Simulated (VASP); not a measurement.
Data:

```xyz
4
Lattice="3.5012 0.0000 0.0000 -1.7506 3.0322 0.0000 0.0000 0.0000 5.4282" Properties=species:S:1:pos:R:3 pbc="T T T"
Rh     0.0000     0.0000     0.0000
Rh     0.0000     0.0000     2.7141
Si     0.0000     2.0214     1.3570
Si     1.7506     1.0107     4.0711
```

These are PBEsol GGA, VASP's PBE PAW potentials (set 64) (plane waves; VASP) values and carry that method's errors. Settings: 400 eV cut-off, 11×11×7 Γ-centred mesh, tetrahedra with Blöchl corrections, potentials Rh_pv Si.

The cores are frozen, which limits the accuracy of field gradients.

Give the principal components of the electric field gradient (V/Å²) and the asymmetry η at each nucleus.

```csv
atom,Vxx,Vyy,Vzz,η
Rh1,62.5,62.5,-125.0,0.00
Rh2,62.5,62.5,-125.0,0.00
Si3,-5.5,-5.5,10.9,0.00
Si4,-5.5,-5.5,10.9,0.00
```

The structure was generated: RhSi was put into the NiAs type type (P6_3/mmc), which need not be its known phase. It was relaxed first, which changed the volume by -27 %.
